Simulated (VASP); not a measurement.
A convergence study with VASP on MnO₂ (space group no. 136 when undisturbed): a few settings are varied, all else stays as given below, so the limit is that of these other settings. One atom is moved off its site, so that forces are finite.

```
MnO2
1.0
    4.37800     0.00000     0.00000
    0.00000     4.37800     0.00000
    0.00000     0.00000     2.85565
Mn O
2 4
Direct
  0.00000   0.00000   0.01751
  0.50000   0.50000   0.50000
  0.30500   0.30500   0.00000
  0.80500   0.19500   0.50000
  0.19500   0.80500   0.50000
  0.69500   0.69500   0.00000
```
Starting moments (μB, in the order of the record's atoms Mn Mn O O O O): 3.0 -3.0 0.0 0.0 0.0 0.0.

Computed with LDA (Ceperley-Alder, Perdew-Zunger), VASP's LDA PAW potentials (set 64) (plane waves; VASP 6.6.1). The last row used: 400 eV cut-off, 6×6×9 Γ-centred mesh, Fermi-Dirac smearing of 0.010 eV, potentials Mn_pv O.

| setting | E (eV/atom) | pressure (GPa) | largest force (eV/Å) | moment (μB) | irreducible k-points |
|---|---|---|---|---|---|
| EDIFF = 1E-01 | -8.8725 | -22.96 | 0.592 | 0.021 | 65 |
| EDIFF = 1E-02 | -8.8717 | -15.57 | 0.596 | 0.010 | 65 |
| EDIFF = 1E-03 | -8.8719 | -16.70 | 0.575 | 0.009 | 65 |
| EDIFF = 1E-04 | -8.8719 | -18.37 | 0.575 | 0.010 | 65 |
| EDIFF = 1E-05 | -8.8719 | -18.42 | 0.576 | 0.010 | 65 |
| EDIFF = 1E-06 | -8.8719 | -18.35 | 0.577 | 0.010 | 65 |
| EDIFF = 1E-07 | -8.8719 | -18.31 | 0.577 | 0.010 | 65 |
| EDIFF = 1E-08 | -8.8719 | -18.28 | 0.576 | 0.010 | 65 |
| EDIFF = 1E-10 | -8.8719 | -18.28 | 0.576 | 0.010 | 65 |

Left out are rungs that failed or repeat a setting and relaxations that didn't move; long series are thinned to 24 rows.

The structure is a typed MnO2 crystal (space group no. 136). The cell was not relaxed at this level, it is distorted from the ideal structure. The spin order is the one that the start imposed; others were not tried in this run.
